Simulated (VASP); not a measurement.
Energy against volume of Sr (fcc). All values below come from vdW-DF2, VASP's PBE PAW potentials (set 64) (plane waves; VASP 6.6.1). Run with 520 eV cut-off, 8×8×8 Γ-centred mesh, Gaussian smearing of 0.050 eV, potentials Sr_sv.

```json
[
 {"V (Å³/atom)": "52.471", "E (eV/atom)": "0.83762"},
 {"V (Å³/atom)": "54.094", "E (eV/atom)": "0.83564"},
 {"V (Å³/atom)": "55.717", "E (eV/atom)": "0.83728"},
 {"V (Å³/atom)": "57.340", "E (eV/atom)": "0.84205"}
]
```

Question: Fit these four points and predict the energy of the run at 50.848 Å³/atom.

Answer: A cubic in V^(−2/3), the third-order Birch-Murnaghan form, passes through the four points with V0 = 54.13 Å³/atom and B0 = 12 GPa, and gives 0.8438 eV/atom there. The run gave 0.8439 eV/atom, +0.1 meV/atom from the fit; all five points give B0 = 12 GPa.

The compound is Sr in the fcc structure. It was relaxed first.
